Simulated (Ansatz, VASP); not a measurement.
## Cross-check of SnCl2 (1T-SnCl2 bilayer, AA) between VASP and Ansatz

Wanted: the spread between two codes on one cell, functional and k mesh. The cell is taken from a series of runs on this material, whose earlier steps may have relaxed, scaled, displaced or heated it; both programs get it as it stands.

Main program and level: Ansatz 0.2.0; plane waves, with VASP 6.6.1 beside it; PBE with D3(BJ).

## Step 1: The structure

The cell holds 6 atoms: 4 Cl and 2 Sn. Its edges and angles: a = 4.239 Å, b = 4.239 Å, c = 26.847 Å, α = 90.0°, β = 90.0°, γ = 120.0°. Vacuum lies along c.

Coordinates:

```xyz
6
Lattice="4.2387 0.0000 0.0000 -2.1194 3.6708 0.0000 0.0000 0.0000 26.8469" Properties=species:S:1:pos:R:3
Cl    2.1194    1.2236    9.0000
Cl    0.0000    2.4472   12.0129
Cl    2.1194    1.2236   14.8340
Cl    0.0000    2.4472   17.8469
Sn    0.0000    0.0000   10.5106
Sn    0.0000    0.0000   16.3363
```

## Step 2: VASP: single point, PBE with D3(BJ)

With cell and atoms fixed, the geometry can't cause a difference; cores, projectors, grids and the points listed under the comparison can.

Lines of VASP's logs that name or quote its potential files are left out, and so is its time.

INCAR reads:

```
SYSTEM = SnCl2
PREC = Accurate
ENCUT = 400
EDIFF = 1E-06
NELM = 120
ISMEAR = -1
SIGMA = 0.05
LREAL = .FALSE.
ALGO = Normal
GGA = PE
IVDW = 12
NBANDS = 34
LORBIT = 11
LWAVE = .FALSE.
LCHARG = .FALSE.
ISIF = 2
LDIPOL = .TRUE.
IDIPOL = 3
DIPOL = 0.5 0.5 0.5
LVHAR = .TRUE.
LASPH = .TRUE.
GGA_COMPAT = .FALSE.
EFERMI = MIDGAP
NELMDL = -8
KPAR = 2
```

POSCAR reads:

```
SnCl2
1.0
    4.2387220236      0.0000000000      0.0000000000
   -2.1193610118      3.6708409520      0.0000000000
    0.0000000000      0.0000000000     26.8468536843
Cl Sn
4 2
Direct
    0.6666666667      0.3333333333      0.3352348140
    0.3333333333      0.6666666667      0.4474594712
    0.6666666667      0.3333333333      0.5525405288
    0.3333333333      0.6666666667      0.6647651860
    0.0000000000      0.0000000000      0.3915017707
    0.0000000000      0.0000000000      0.6084982293
```

KPOINTS reads:

```
Automatic mesh
0
Gamma
18 18 1
0 0 0
```

Potentials, in the order of the species: Cl and Sn_d (PBE family, release 64).

On the command line:

```sh
mpirun -np 2 vasp_std
```

Numbers of over 12 decimals in the logs are rounded to 6 here.

Output:

```text
[banner, memory and clock lines left out]
running    2 mpi-ranks, on    1 nodes
 distrk:  each k-point on    1 cores,    2 groups
 distr:  one band on    1 cores,    1 groups

 POSCAR found type information on POSCAR ClSn
 POSCAR found :  2 types and       6 ions
 LDA part: xc-table for (Slater+PW92), standard interpolation
 POSCAR, INCAR and KPOINTS ok, starting setup
 FFT: planning ... GRIDC
 FFT: planning ... GRID_SOFT
 FFT: planning ... GRID
 WAVECAR not read
 entering main loop
       N       E                     dE             d eps       ncg     rms          rms(c)
DAV:   1     0.475454717072E+03    0.47545E+03   -0.21783E+04  2916   0.120E+03
DAV:   2     0.537795410839E+02   -0.42168E+03   -0.41307E+03  3226   0.296E+02
DAV:   3    -0.187070358914E+02   -0.72487E+02   -0.71609E+02  2960   0.138E+02
DAV:   4    -0.218567819575E+02   -0.31497E+01   -0.31271E+01  3038   0.356E+01
DAV:   5    -0.219536480791E+02   -0.96866E-01   -0.96752E-01  3158   0.632E+00
DAV:   6    -0.219579252662E+02   -0.42772E-02   -0.42771E-02  3562   0.125E+00
DAV:   7    -0.219581153234E+02   -0.19006E-03   -0.19006E-03  3626   0.214E-01
DAV:   8    -0.219581166467E+02   -0.13233E-05   -0.13233E-05  3206   0.212E-02    0.744E+00
DAV:   9    -0.208559201551E+02    0.11022E+01   -0.19999E+00  3358   0.856E+00    0.455E+00
DAV:  10    -0.208325235583E+02    0.23397E-01   -0.50157E-01  2758   0.305E+00    0.226E+00
DAV:  11    -0.208429183195E+02   -0.10395E-01   -0.63214E-02  2858   0.181E+00    0.239E-01
DAV:  12    -0.208434278785E+02   -0.50956E-03   -0.44435E-03  3170   0.493E-01    0.166E-01
DAV:  13    -0.208442581739E+02   -0.83030E-03   -0.10899E-03  3006   0.142E-01    0.865E-02
DAV:  14    -0.208448278360E+02   -0.56966E-03   -0.33977E-04  2536   0.102E-01    0.169E-02
DAV:  15    -0.208449659296E+02   -0.13809E-03   -0.37748E-05  2678   0.334E-02    0.948E-03
DAV:  16    -0.208450827859E+02   -0.11686E-03   -0.16142E-05  2670   0.179E-02    0.584E-03
DAV:  17    -0.208451976347E+02   -0.11485E-03   -0.22306E-05  2528   0.175E-02    0.394E-03
DAV:  18    -0.208452785263E+02   -0.80892E-04   -0.15587E-05  2356   0.122E-02    0.370E-03
DAV:  19    -0.208452997830E+02   -0.21257E-04   -0.20862E-06  2324   0.488E-03    0.160E-03
DAV:  20    -0.208453161317E+02   -0.16349E-04   -0.15098E-06  2066   0.521E-03    0.110E-03
DAV:  21    -0.208453194788E+02   -0.33471E-05   -0.21741E-07  1864   0.196E-03    0.895E-04
DAV:  22    -0.208453218057E+02   -0.23269E-05   -0.22053E-07  1862   0.199E-03    0.257E-04
DAV:  23    -0.208453218868E+02   -0.81175E-07   -0.37795E-08  1410   0.908E-04
   1 F= -.21878047E+02 E0= -.21878047E+02  d E =-.236719E-10
```

OUTCAR, selected parts (step 2):

```text
ion  position               nearest neighbor table
   1  0.667  0.333  0.335-   5 2.88   5 2.88   5 2.88
   2  0.333  0.667  0.447-   5 2.87   5 2.87   5 2.87
   3  0.667  0.333  0.553-   6 2.87   6 2.87   6 2.87
   4  0.333  0.667  0.665-   6 2.88   6 2.88   6 2.88
   5  0.000  0.000  0.392-   2 2.87   2 2.87   2 2.87   1 2.88   1 2.88   1 2.88
   6  0.000  0.000  0.608-   3 2.87   3 2.87   3 2.87   4 2.88   4 2.88   4 2.88

  LATTYP: Found a hexagonal cell.
 ALAT       =     4.2387220236
 C/A-ratio  =     6.3337141560

 Subroutine GETGRP returns: Found 12 space group operations
 (whereof 12 operations were pure point group operations)

The static configuration has the point symmetry D_3d.

 Found     37 irreducible k-points:

   k-points           NKPTS =     37   k-points in BZ     NKDIM =     37   number of bands    NBANDS=     34

   dimension x,y,z NGX =    28 NGY =   28 NGZ =  180
   dimension x,y,z NGXF=    56 NGYF=   56 NGZF=  360

   ENCUT  =  400.0 eV  29.40 Ry    5.42 a.u.   6.91  6.91 43.78*2*pi/ulx,y,z

   NELECT =      56.0000    total number of electrons

 k-points in reciprocal lattice and weights: Automatic mesh
   0.00000000  0.00000000  0.00000000       0.003
   0.05555556  0.00000000  0.00000000       0.019
   0.11111111  0.00000000  0.00000000       0.019
   0.16666667 -0.00000000  0.00000000       0.019
   0.22222222 -0.00000000  0.00000000       0.019
   0.27777778  0.00000000  0.00000000       0.019
   0.33333333 -0.00000000  0.00000000       0.019
   0.38888889  0.00000000  0.00000000       0.019
   0.44444444 -0.00000000  0.00000000       0.019
[...]
0.33333333  0.27777778  0.00000000       0.037
   0.33333333  0.33333333  0.00000000       0.006

 dipolmoment           0.000000      0.000000      0.000000 electrons x Angstroem

 average (electrostatic) potential at core
       1 -97.5680       2 -97.5957       3 -97.5957       4 -97.5680       5-109.2777
       6-109.2777

 E-fermi :  -1.8369

 k-point     1 :       0.0000    0.0000    0.0000
  band No.  band energies     occupation
    ...
     24      -5.0091      2.00000
     25      -5.0091      2.00000
     26      -4.6663      2.00000
     27      -3.9833      2.00000
     28      -3.5150      2.00000
     29      -0.7108      0.00000
     30      -0.5725      0.00000
     31       1.0200      0.00000
     32       1.0200      0.00000
     33       1.1078      0.00000
    ...

 k-point     2 :       0.0556    0.0000    0.0000
  band No.  band energies     occupation
    ...
     24      -4.9771      2.00000
     25      -4.9721      2.00000
     26      -4.6540      2.00000
     27      -3.8926      2.00000
     28      -3.4950      2.00000
     29      -0.6317      0.00000
     30      -0.4995      0.00000
     31       0.9964      0.00000
     32       1.0473      0.00000
     33       1.0480      0.00000
    ...

 k-point     3 :       0.1111    0.0000    0.0000
  band No.  band energies     occupation
    ...
     24      -4.9551      2.00000
     25      -4.9246      2.00000
     26      -4.6339      2.00000
     27      -3.6929      2.00000
     28      -3.4473      2.00000
     29      -0.4252      0.00000
     30      -0.3025      0.00000
     31       0.8953      0.00000
     32       0.9750      0.00000
     33       1.1244      0.00000
    ...

 Edisp (eV)   -1.03273

  Total      -0.08342    -0.08342    -0.07342     0.00000     0.00000     0.00000
  in kB      -0.31995    -0.31995    -0.28158     0.00000     0.00000     0.00000
  external pressure =       -0.31 kB  Pullay stress =        0.00 kB

  energy-cutoff  :      400.00
  volume of cell :      417.73
      direct lattice vectors                 reciprocal lattice vectors
     4.238722024  0.000000000  0.000000000     0.235920165  0.136208571  0.000000000
    -2.119361012  3.670840952  0.000000000     0.000000000  0.272417142  0.000000000
     0.000000000  0.000000000 26.846853684     0.000000000  0.000000000  0.037248313

 POSITION                                       TOTAL-FORCE (eV/Angst)
 -----------------------------------------------------------------------------------
      2.11936      1.22361      9.00000         0.000000     -0.000000      0.000223
     -0.00000      2.44723     12.01288         0.000000     -0.000000      0.003563
      2.11936      1.22361     14.83397        -0.000000      0.000000     -0.003563
     -0.00000      2.44723     17.84685         0.000000      0.000000     -0.000223
      0.00000      0.00000     10.51059        -0.000000     -0.000000     -0.003509
      0.00000      0.00000     16.33626         0.000000      0.000000      0.003509
 -----------------------------------------------------------------------------------
    total drift:                               -0.000000      0.000000      0.000000

  FREE ENERGIE OF THE ION-ELECTRON SYSTEM (eV)
  ---------------------------------------------------
  free  energy   TOTEN  =       -21.8780473687 eV

  energy  without entropy=      -21.8780473686  energy(sigma->0) =      -21.87804737

 vacuum level on the upper side and lower side of the slab         3.687         3.687

 total charge
# of ion       s       p       d       tot
------------------------------------------
    1        1.606   3.488   0.000   5.094
    2        1.607   3.490   0.000   5.097
    3        1.607   3.490   0.000   5.097
    4        1.606   3.488   0.000   5.094
    5        1.487   0.460   9.991  11.939
    6        1.487   0.460   9.991  11.939
--------------------------------------------------
tot          9.400  14.877  19.982  44.259

[... 3 further parts left out ...]
```

## Step 3: Ansatz: single point, PBE with D3(BJ)

Ansatz runs on its default PAW (the set named soft_2) files.

The same cell, functional, mesh and smearing now go to Ansatz, which takes its cutoff from its data sets.

input.yaml reads:

```yaml
crystal:
  lattice:
    - [4.2387220236, 0.0, 0.0]
    - [-2.1193610118, 3.670840952, 0.0]
    - [0.0, 0.0, 26.8468536843]
  atoms:
    - { symbol: Cl, position: [0.6666666667, 0.3333333333, 0.335234814] }
    - { symbol: Sn, position: [0.0, 0.0, 0.3915017707] }
    - { symbol: Cl, position: [0.3333333333, 0.6666666667, 0.4474594712] }
    - { symbol: Cl, position: [0.6666666667, 0.3333333333, 0.5525405288] }
    - { symbol: Sn, position: [0.0, 0.0, 0.6084982293] }
    - { symbol: Cl, position: [0.3333333333, 0.6666666667, 0.664765186] }
kpoints:
  mp_grid: { grid: [18, 18, 1] }
  band_path:
    path: [[0, 0, 0], [0.5, 0, 0], [0.33333333, 0.33333333, 0], [0, 0, 0]]
    npoints: 16
hamiltonian:
  xc: pbe
  dispersion: d3bj
scf:
  occupations: { method: fermi_dirac, width: 0.05 }
  convergence: { dr2_threshold: 1.0e-10 }
efield:
  axis: 3
  dipole_correction: true
  ramp_position: 0.97
  ramp_width: 0.06
  amplitude: 0
output:
  dos: { projected: true, e_range: [-6, 5] }
  bader: true
  write_potential: true
  write_density: true
  volumetric_format: npy
  elf: true
```

On the command line:

```sh
ansatz run input.yaml --threads 2 --pin off --max-ram 3072MiB --backend cpu --events-out ev --progress --plain --runs-dir out
```

Output:

```text
Engine: ansatz 0.2.0, aarch64-unknown-linux-gnu
Pseudopotentials: kind: paw
Pseudopotential: Cl, paw, valence charge 7, recommended cutoff 420 eV (normal), Cl.paw.azcp
Pseudopotential: Sn, paw, valence charge 14, recommended cutoff 420 eV (normal), Sn.paw.azcp
Functional definition: PBE
  parameter kappa = 0.804
  parameter beta = 0.066725
  exchange = pbe_x(kappa = kappa, mu = beta*pi^2/3)
  correlation = pbe_c(beta = beta)
Crystal: 6 atoms, lattice volume = 417.728 Å³
Basis set: ecut = 420 eV, 8123 PW (Γ)
Bands: 34, of which v1, the nominal top of the filled ones, is band 28 counted from 1 (27 counted from 0)
Symmetry: 6 space group operations
k-points: 37 of 324 (time reversal used)
Non-local potential: Cl, projectors of the file, l = 0: 2, l = 1: 2, l = 2: 2
Non-local potential: Sn, projectors of the file, l = 0: 2, l = 1: 2, l = 2: 2, l = 3: 2
PAW form: soft (Blöchl's): semilocal exchange-correlation on the pseudo side does not see the compensation charge
PAW one-centre angular grid: Cl, 110 points (default); XC on 64 Gauss nodes
PAW one-centre angular grid: Sn, 590 points (default); XC on 64 Gauss nodes
Initial density: superposition of atomic densities (neutral atoms: chi_scale 0, normalization atom), corrected by the library's trained network
Initial wavefunctions: pseudopotential atomic-orbital guess
Functional: x = pbe(κ = 0.804, μ = 0.219515), c = pbe(β = 0.066725)
SCF iter   1: F=—  HF=-16373.295153 eV  |F-HF|=—  |Δ(HF+E_count)|=         —  Δρ=7.68e-4  dr2=7.10e-3  ethr=1.77e-3  p=0.000 e·Å  D=9.87e-15 V/Å  ΔV_dip=-0.00 eV  dr2_dipole=1.16e-9  V_vac-E_F(+/−)=5.61/5.61 eV  ⟨swp⟩=10.1  Hψ=6357  notcnv=0
efield: sawtooth ramp at fractional position 0.9700 (set: `efield.ramp_position`, or a place that a band, a saddle search or an elastic batch's reference lends), width 0.0600; the density the first Hamiltonian is built on has a dipole p = 0.000 e·Å; the dipole correction subtracts the counter field D = 9.87e-15 V/Å, which shifts the + side's vacuum level by -0.00 eV against the − side's; the planar-averaged density in the ramp window peaks in size at 7.7e-7 e/Å³
preconditioner: auto → Resta (q_TF=auto, 1.952 Å⁻¹)  ε∞=2.4  [insulator: Δε(μ)=2.254 eV  Ē_g=9.331 eV  σ=0.050 eV  W_gap=1.00  n_scr=70 (ndim 8)  ℏωp=10.9 eV  f_vac=0.567  D(μ)=0.00/eV (n_scr^D=0)  ε∞_Penn≈2.4  vacuum switching on, ρ_ref=6.3e-3 e/Å³]
SCF iter   2: F=—  HF=-16373.295481 eV  |F-HF|=—  |Δ(HF+E_count)|=   3.28e-4  Δρ=4.47e-4  dr2=1.81e-3  ethr=1.27e-5  p=0.000 e·Å  D=7.38e-6 V/Å  ΔV_dip=-0.00 eV  dr2_dipole=8.35e-10  V_vac-E_F(+/−)=5.53/5.53 eV  ⟨swp⟩=2.0  Hψ=2640  notcnv=0  defer=3
SCF iter   3: F=—  HF=-16373.295483 eV  |F-HF|=—  |Δ(HF+E_count)|=   2.15e-6  Δρ=2.41e-4  dr2=4.63e-4  ethr=3.23e-6  p=0.000 e·Å  D=2.34e-6 V/Å  ΔV_dip=-0.00 eV  dr2_dipole=1.98e-13  V_vac-E_F(+/−)=5.53/5.53 eV  ⟨swp⟩=2.2  Hψ=1594  notcnv=0  defer=3
SCF iter   4: F=—  HF=-16373.295612 eV  |F-HF|=—  |Δ(HF+E_count)|=   1.29e-4  Δρ=1.21e-4  dr2=1.09e-4  ethr=8.27e-7  p=0.000 e·Å  D=2.17e-7 V/Å  ΔV_dip=-0.00 eV  dr2_dipole=1.51e-11  V_vac-E_F(+/−)=5.50/5.50 eV  ⟨swp⟩=2.4  Hψ=1810  notcnv=0  defer=3
SCF iter   5: F=—  HF=-16373.295646 eV  |F-HF|=—  |Δ(HF+E_count)|=   3.34e-5  Δρ=4.04e-5  dr2=1.14e-5  ethr=1.95e-7  p=-0.000 e·Å  D=-1.38e-6 V/Å  ΔV_dip=0.00 eV  dr2_dipole=2.43e-11  V_vac-E_F(+/−)=5.49/5.49 eV  ⟨swp⟩=2.0  Hψ=1662  notcnv=0  defer=3
SCF iter   6: F=—  HF=-16373.295649 eV  |F-HF|=—  |Δ(HF+E_count)|=   3.22e-6  Δρ=7.53e-6  dr2=4.75e-7  ethr=2.04e-8  p=0.000 e·Å  D=1.42e-6 V/Å  ΔV_dip=-0.00 eV  dr2_dipole=1.54e-10  V_vac-E_F(+/−)=5.48/5.48 eV  ⟨swp⟩=2.0  Hψ=2234  notcnv=0  defer=3
SCF iter   7: F=—  HF=-16373.295413 eV  |F-HF|=—  |Δ(HF+E_count)|=   2.36e-4  Δρ=2.91e-6  dr2=4.62e-8  ethr=8.48e-10  p=-0.000 e·Å  D=-1.70e-6 V/Å  ΔV_dip=0.00 eV  dr2_dipole=1.90e-10  V_vac-E_F(+/−)=5.48/5.48 eV  ⟨swp⟩=2.0  Hψ=1820  notcnv=0  defer=3
SCF iter   8: F=—  HF=-16373.295413 eV  |F-HF|=—  |Δ(HF+E_count)|=   8.01e-9  Δρ=7.92e-7  dr2=4.23e-9  ethr=8.26e-11  p=0.000 e·Å  D=2.58e-6 V/Å  ΔV_dip=-0.00 eV  dr2_dipole=4.35e-10  V_vac-E_F(+/−)=5.48/5.48 eV  ⟨swp⟩=2.0  Hψ=1696  notcnv=0  defer=3
SCF iter   9: F=—  HF=-16373.295413 eV  |F-HF|=—  |Δ(HF+E_count)|=   3.21e-9  Δρ=5.82e-7  dr2=5.25e-9  ethr=7.56e-12  p=-0.000 e·Å  D=-4.76e-6 V/Å  ΔV_dip=0.00 eV  dr2_dipole=1.47e-9  V_vac-E_F(+/−)=5.48/5.48 eV  ⟨swp⟩=2.0  Hψ=2234  notcnv=0  defer=3
SCF iter  10: F=-16373.295413 eV  HF=-16373.295413 eV  |F-HF|=2.91e-11  |Δ(HF+E_count)|=  7.53e-10  Δρ=9.28e-8  dr2=5.16e-11  ethr=1.00e-12  p=0.000 e·Å  D=1.64e-7 V/Å  ΔV_dip=-0.00 eV  dr2_dipole=1.68e-12  V_vac-E_F(+/−)=5.48/5.48 eV  ⟨swp⟩=6.5  Hψ=4622  notcnv=0
SCF 1 converged in 10 iterations: F = -16373.295413 eV  dr2 = 5.16e-11
  greatest PAW one-centre occupation: 0.993 electrons in one spin orbital (limit 2), on the Sn atom at site 4 (counted from 0), in its partial waves of l = 2
NSCF: frozen V_eff on 49 k-points
efield: sawtooth ramp at fractional position 0.9700 (kept from the solve that this one continues, or follows in the run), width 0.0600; the density the first Hamiltonian is built on has a dipole p = 0.000 e·Å; the dipole correction subtracts the counter field D = 1.64e-7 V/Å, which shifts the + side's vacuum level by -0.00 eV against the − side's; the planar-averaged density in the ramp window peaks in size at 1.4e-7 e/Å³
WARN: The output density's exchange-correlation potential varies sharply where the density is thin. Do not read a vacuum level from v_tot or v_xc, or from such a field of the output density. On a cell that repeats whose density bears no net charge and no dipole along the vacuum's axis use v_es (v_loc + v_h of the components); under efield.dipole_correction with no amplitude use v_es + v_field, which holds any externa [...]
SCF converged after 10 iterations
Free energy (F): -16373.295413 eV
Harris-Foulkes:  -16373.295413 eV  (|F-HF|=2.91e-11)
Internal energy: -16373.295413 eV  (E = F + TS)
E sigma→0 (E₀):  -16373.295413 eV
Fermi energy:    -1.142438 eV
Dipole field:    D = -0.000001 V/Å  (p = -0.000002 e·Å, saw-weighted, corrected)
Work function:   Φ+ = 5.4844 eV   Φ− = 5.4844 eV
Levels:          The Fermi level and band energies are counted from a zero that moves with the ramp; work functions are not
--- Per-component energies (eV) ---
  E_band       = -732.218211
  E_kinetic    = 1010.242864
  E_local      = -32499.746093  (includes V_loc(G=0)·N_el)
  E_nonlocal   = 47.221681
  E_hartree    = 16033.834787
  E_xc         = -1194.999989
  E_vxc        = -680.187268  (∫ρ·V_xc dr)
  E_paw        = -10897.051090  (= ΣΔE_a)
  E_vpaw       = -677.419221  (= ΣTr[D̂ρ^β])
  E_aug_tail   = 0.000362  (compensation charges beyond the density's cutoff)
  E_efield     = 0.000000  (sawtooth field / dipole correction)
  E_vefield    = 0.000000  (∫n·V_field dr)
  E_ewald      = 11128.234910
  E_disp       = -1.032848  (pairwise vdW)
  E_smearing   = -0.000000  (= −TS)
  E_closure    = -0.000000  (closes the sum)
  Σ components = -16373.295413   (vs F -16373.295413, Δ=0.00e0)
--- Band table (eV; the first three rows and the last of 37) ---
  k-point 0: bands = [... 24 lower, -4.3613, -4.0154, -3.3373, -2.8683, -0.0630, 0.0738, 1.6595, 1.6595, ... 2 higher]
  k-point 1: bands = [... 24 lower, -4.3243, -4.0031, -3.2465, -2.8483, 0.0160, 0.1468, 1.6362, 1.6868, ... 2 higher]
  k-point 2: bands = [... 24 lower, -4.2767, -3.9829, -3.0467, -2.8006, 0.2223, 0.3438, 1.5363, 1.6155, ... 2 higher]
  k-point 36: bands = [... 24 lower, -4.1034, -4.1034, -2.5031, -2.3149, 1.8981, 1.8981, 2.1213, 2.1213, ... 2 higher]
--- Bader charges: 6 sites ---
  site symbol  charge [e]  shift [e]
     0     Cl     -0.6460     0.0000
     1     Sn      1.2912     0.0000
     2     Cl     -0.6452     0.0000
     3     Cl     -0.6452     0.0000
     4     Sn      1.2913     0.0000
     5     Cl     -0.6461     0.0000
  estimated error of the sums over rays = 3.0e-4 e
```

## Step 4: Differences

Known differences besides the potentials themselves: the cutoff is 420 eV in Ansatz and 400 eV in VASP. Total energies have different zeros and are not compared.

The two programs side by side:

```
              quantity  Ansatz   VASP  difference
gap on the k mesh (eV)   2.252  2.252       0.000
```

A gap on the mesh is an upper bound, since the band edges may lie between its points. Where the cell holds vacuum, a pressure given here is an average over it and none of the material.

## Step 5: What came out

```yaml
difference_in_gap_on_the_k_mesh_single_point_pbe_with_d3_bj: -2.5e-4 eV
```

What this shows: The difference in gap on the k mesh is -2.5e-4 eV (single point, PBE with D3(BJ)), within the 0.08 eV picked in this series as the mark of a large difference. How closely two codes agree says nothing of how well the functional describes the real material.

[Lines on the potential files, build, host, timing and source positions are cut from VASP's logs without a mark.]

[Logs are printed without paths, hosts, clocks, repeated set-up lines and the standing remarks that a program may print on its own settings, such as how far it seeks lower states.]

[Hosts, paths, dates, database ids (printed as entryN), source tags and the programs' standing remarks are cut or masked in the printed files.]
